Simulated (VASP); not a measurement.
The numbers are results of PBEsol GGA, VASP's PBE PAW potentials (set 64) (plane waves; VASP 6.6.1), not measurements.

A VASP calculation is set up with these files.

File POSCAR:
```
CuAu
1.0
  2.6968465061   0.0000000000   0.0000000000
  0.0000000000   2.6968465061   0.0000000000
  0.0000000000   0.0000000000   3.4438030059
Cu Au
1 1
Cartesian
  0.0000000000   0.0000000000   0.0000000000
  1.3484232530   1.3484232530   1.7219015029
```

KPOINTS:
```
Automatic mesh
0
Gamma
13 13 11
0 0 0
```

### INCAR
```
SYSTEM = CuAu
PREC = Accurate; ENCUT = 500; LREAL = .FALSE.
LASPH = .TRUE.
EDIFF = 1E-6; NELM = 100; ALGO = Normal
LMAXMIX = 6
ISMEAR = 1; SIGMA = 0.1
GGA = PS
IBRION = 2; NSW = 40; ISIF = 3
EDIFFG = -0.02; PSTRESS = 450
LWAVE = .FALSE.; LCHARG = .FALSE.
```

POTCAR, in this order: Cu Au (PBE.64 set). Program: vasp_std.

Output of the run:

**OSZICAR**
```
       N       E                     dE             d eps       ncg     rms          rms(c)
DAV:   1     0.125825307224E+03    0.12583E+03   -0.11334E+04  5358   0.211E+03
DAV:   2    -0.532633942317E+01   -0.13115E+03   -0.12539E+03  5173   0.335E+02
DAV:   3    -0.925221158444E+01   -0.39259E+01   -0.38892E+01  6272   0.686E+01
DAV:   4    -0.929481749562E+01   -0.42606E-01   -0.42582E-01  5723   0.588E+00
DAV:   5    -0.929603162651E+01   -0.12141E-02   -0.12141E-02  7591   0.109E+00    0.166E+01
DAV:   6    -0.848659046362E+01    0.80944E+00   -0.81092E+00  5108   0.883E+01    0.660E+00
DAV:   7    -0.821721574243E+01    0.26937E+00   -0.37930E+00  6237   0.951E+01    0.813E+00
DAV:   8    -0.808508004205E+01    0.13214E+00   -0.49413E-01  6113   0.217E+01    0.321E+00
DAV:   9    -0.807609200256E+01    0.89880E-02   -0.25306E-02  7868   0.326E+00    0.169E-01
DAV:  10    -0.807590275223E+01    0.18925E-03   -0.21678E-03  7289   0.128E+00    0.627E-02
DAV:  11    -0.807589880495E+01    0.39473E-05   -0.12638E-04  7777   0.311E-01    0.518E-02
DAV:  12    -0.807589367393E+01    0.51310E-05   -0.57298E-06  6147   0.440E-02    0.211E-03
DAV:  13    -0.807589365608E+01    0.17851E-07   -0.13892E-07  3206   0.134E-02
   1 F= -.10410785E+01 E0= -.10408929E+01  d E =-.104108E+01
       N       E                     dE             d eps       ncg     rms          rms(c)
DAV:   1    -0.156079041450E+02   -0.75320E+01   -0.13850E+02  5117   0.243E+02    0.317E+01
DAV:   2    -0.108098927417E+02    0.47980E+01   -0.80455E+01  5150   0.287E+02    0.123E+01
DAV:   3    -0.656020495124E+01    0.42497E+01   -0.18609E+01  6312   0.216E+02    0.467E+00
DAV:   4    -0.649784350370E+01    0.62361E-01   -0.96622E-01  6395   0.112E+01    0.310E+00
DAV:   5    -0.645255505595E+01    0.45288E-01   -0.15887E-01  7348   0.156E+01    0.684E-01
DAV:   6    -0.645054020960E+01    0.20148E-02   -0.19448E-02  7470   0.377E+00    0.275E-01
DAV:   7    -0.645049166306E+01    0.48547E-04   -0.85086E-04  7706   0.771E-01    0.106E-01
DAV:   8    -0.645045617525E+01    0.35488E-04   -0.96279E-05  7783   0.249E-01    0.347E-02
DAV:   9    -0.645045329357E+01    0.28817E-05   -0.10266E-05  6980   0.122E-01    0.415E-03
DAV:  10    -0.645045315330E+01    0.14027E-06   -0.11169E-06  3075   0.259E-02
   2 F= -.52860567E+00 E0= -.52839668E+00  d E =0.512473E+00
       N       E                     dE             d eps       ncg     rms          rms(c)
DAV:   1    -0.127987017347E+02   -0.63482E+01   -0.94836E+01  5255   0.237E+02    0.158E+01
DAV:   2    -0.860271813794E+01    0.41960E+01   -0.18295E+01  5616   0.176E+02    0.452E+00
DAV:   3    -0.821750665075E+01    0.38521E+00   -0.67434E+00  6104   0.833E+01    0.883E+00
DAV:   4    -0.793710484675E+01    0.28040E+00   -0.53118E-01  6462   0.356E+01    0.520E+00
DAV:   5    -0.786067595611E+01    0.76429E-01   -0.33180E-01  7151   0.244E+01    0.858E-01
DAV:   6    -0.785488633332E+01    0.57896E-02   -0.43353E-02  7615   0.619E+00    0.189E-01
DAV:   7    -0.785460928479E+01    0.27705E-03   -0.13600E-03  7911   0.913E-01    0.730E-02
DAV:   8    -0.785456076272E+01    0.48522E-04   -0.25175E-04  7452   0.559E-01    0.116E-02
DAV:   9    -0.785456178433E+01   -0.10216E-05   -0.11849E-05  7609   0.716E-02    0.603E-03
DAV:  10    -0.785456205959E+01   -0.27526E-06   -0.23188E-06  3165   0.623E-02
   3 F= -.10895419E+01 E0= -.10893265E+01  d E =-.484633E-01
       N       E                     dE             d eps       ncg     rms          rms(c)
DAV:   1    -0.784433916697E+01    0.10223E-01   -0.14166E-02  5174   0.268E+00    0.237E-01
DAV:   2    -0.784375425198E+01    0.58491E-03   -0.53832E-03  5138   0.255E+00    0.107E-01
DAV:   3    -0.784352702493E+01    0.22723E-03   -0.21245E-03  5556   0.183E+00    0.915E-02
DAV:   4    -0.784348830128E+01    0.38724E-04   -0.11163E-04  7044   0.363E-01    0.464E-02
DAV:   5    -0.784348081224E+01    0.74890E-05   -0.29488E-05  7593   0.189E-01    0.791E-03
DAV:   6    -0.784348017717E+01    0.63507E-06   -0.22149E-06  2994   0.476E-02
   4 F= -.10896804E+01 E0= -.10894649E+01  d E =-.486019E-01
       N       E                     dE             d eps       ncg     rms          rms(c)
DAV:   1    -0.783659800904E+01    0.68828E-02   -0.57629E-03  5166   0.171E+00    0.152E-01
DAV:   2    -0.783635968755E+01    0.23832E-03   -0.21895E-03  5138   0.163E+00    0.680E-02
DAV:   3    -0.783626708837E+01    0.92599E-04   -0.86743E-04  5570   0.117E+00    0.590E-02
DAV:   4    -0.783625132125E+01    0.15767E-04   -0.45434E-05  7038   0.232E-01    0.301E-02
DAV:   5    -0.783624843369E+01    0.28876E-05   -0.12179E-05  6952   0.122E-01    0.518E-03
DAV:   6    -0.783624814359E+01    0.29010E-06   -0.90203E-07  2653   0.311E-02
   5 F= -.10896843E+01 E0= -.10894686E+01  d E =-.486058E-01
       N       E                     dE             d eps       ncg     rms          rms(c)
DAV:   1    -0.783646417606E+01   -0.21574E-03   -0.36155E-02  5691   0.182E+00    0.175E-01
DAV:   2    -0.783601246232E+01    0.45171E-03   -0.56647E-04  7479   0.625E-01    0.101E-01
DAV:   3    -0.783584272558E+01    0.16974E-03   -0.43729E-04  6915   0.752E-01    0.612E-02
DAV:   4    -0.783579143208E+01    0.51293E-04   -0.22509E-04  6408   0.561E-01    0.151E-02
DAV:   5    -0.783579142256E+01    0.95206E-08   -0.94222E-06  7474   0.590E-02
   6 F= -.10899507E+01 E0= -.10897945E+01  d E =-.266436E-03
       N       E                     dE             d eps       ncg     rms          rms(c)
DAV:   1    -0.783980611694E+01   -0.40147E-02   -0.32681E-01  5684   0.548E+00    0.528E-01
DAV:   2    -0.783567247321E+01    0.41336E-02   -0.49289E-03  7432   0.178E+00    0.303E-01
DAV:   3    -0.783405300959E+01    0.16195E-02   -0.36859E-03  7122   0.213E+00    0.174E-01
DAV:   4    -0.783365358802E+01    0.39942E-03   -0.18656E-03  6403   0.163E+00    0.455E-02
DAV:   5    -0.783365183672E+01    0.17513E-05   -0.81877E-05  7700   0.193E-01    0.226E-02
DAV:   6    -0.783365145770E+01    0.37902E-06   -0.47637E-06  5941   0.505E-02
   7 F= -.10902302E+01 E0= -.10902066E+01  d E =-.545909E-03
       N       E                     dE             d eps       ncg     rms          rms(c)
DAV:   1    -0.783445600832E+01   -0.80417E-03   -0.13712E-02  5670   0.112E+00    0.109E-01
DAV:   2    -0.783428050558E+01    0.17550E-03   -0.20627E-04  7412   0.356E-01    0.622E-02
DAV:   3    -0.783421047936E+01    0.70026E-04   -0.14822E-04  7223   0.426E-01    0.344E-02
DAV:   4    -0.783419501872E+01    0.15461E-04   -0.75780E-05  6373   0.326E-01    0.951E-03
DAV:   5    -0.783419474928E+01    0.26944E-06   -0.25299E-06  3567   0.430E-02
   8 F= -.10902482E+01 E0= -.10902065E+01  d E =-.563946E-03
```

**OUTCAR**
```
------------------------ aborting loop because EDIFF is reached ----------------------------------------
  FORCE on cell =-STRESS in cart. coord.  units (eV):
  Direction    XX          YY          ZZ          XY          YZ          ZX
  --------------------------------------------------------------------------------------
  Total        6.7722757      6.7722757      6.7735528      0.0000000     -0.0000000      0.0000000
  in kB      451.8903068    451.8903068    451.9755223      0.0000000     -0.0000000      0.0000000
  external PRESSURE =       1.9187119 kB  Pullay stress =     450.0000000 kB
  volume of cell :       24.01
      direct lattice vectors                 reciprocal lattice vectors
     2.668540299  0.000000000  0.000000000     0.374736705  0.000000000  0.000000000
    -0.000000000  2.668540299 -0.000000000     0.000000000  0.374736705  0.000000000
    -0.000000000 -0.000000000  3.371822114     0.000000000  0.000000000  0.296575551
 POSITION                                       TOTAL-FORCE (eV/Angst)
 -----------------------------------------------------------------------------------
      0.00000      0.00000      0.00000         0.000000      0.000000      0.000000
      1.33427      1.33427      1.68591        -0.000000     -0.000000      0.000000
 -----------------------------------------------------------------------------------
    total drift:                               -0.000000      0.000000      0.000000
  FREE ENERGIE OF THE ION-ELECTRON SYSTEM (eV)
  ---------------------------------------------------
  free  energy   TOTEN  =        -7.8341947493 eV

  energy  without entropy=       -7.8340694823  energy(sigma->0) =       -7.83415299
  enthalpy is  TOTEN    =        -1.0902482326 eV   P V=        6.7439465167

 reached required accuracy - stopping structural energy minimisation
```
(Selected blocks of OUTCAR.)

### CONTCAR
```
CuAu
   1.00000000000000
     2.6685402992387388    0.0000000000000000    0.0000000000000000
    -0.0000000000000000    2.6685402992387388   -0.0000000000000000
    -0.0000000000000000   -0.0000000000000000    3.3718221135816373
  Cu              Au
     1     1
Direct
     0.0000000000000000    0.0000000000000000    0.0000000000000000
     0.5000000000000000    0.5000000000000000    0.5000000000000000
```

Energy and stress use the plane-wave basis of the starting cell.

The compound is CuAu in the L1_0 structure. This run relaxes it under an external pressure of 45 GPa. Symmetry was kept, so distortions that lower it aren't found.
